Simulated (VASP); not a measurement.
Consider the following.

```
Pb
1.0
    0.00000     2.47500     2.47500
    2.47500     0.00000     2.47500
    2.47500     2.47500     0.00000
Pb
1
Direct
  0.00000   0.00000   0.00000
```

These are PBE GGA with D3 dispersion (zero damping), VASP's PBE PAW potentials (set 64) (plane waves; VASP) values and carry that method's errors. Run with 520 eV cut-off, 11×11×11 Γ-centred mesh, first-order Methfessel-Paxton smearing of 0.10 eV, potentials Pb_d.

The ions, cell shape and volume are relaxed. Predict the relaxed structure.

```
Pb
1.0
    0.00000     2.48560     2.48560
    2.48560     0.00000     2.48560
    2.48560     2.48560     0.00000
Pb
1
Direct
  0.00000   0.00000   0.00000
```
Space group Fm-3m (225), at a tolerance of 0.03 Å.

How do energy and volume change from the first to the last step?

The energy (σ→0) changes by -0.7 meV/atom and the volume by +1.3 %, in 3 ionic steps.

The compound is Pb in the fcc structure. This run relaxes it. Symmetry was kept, so distortions that lower it aren't found.
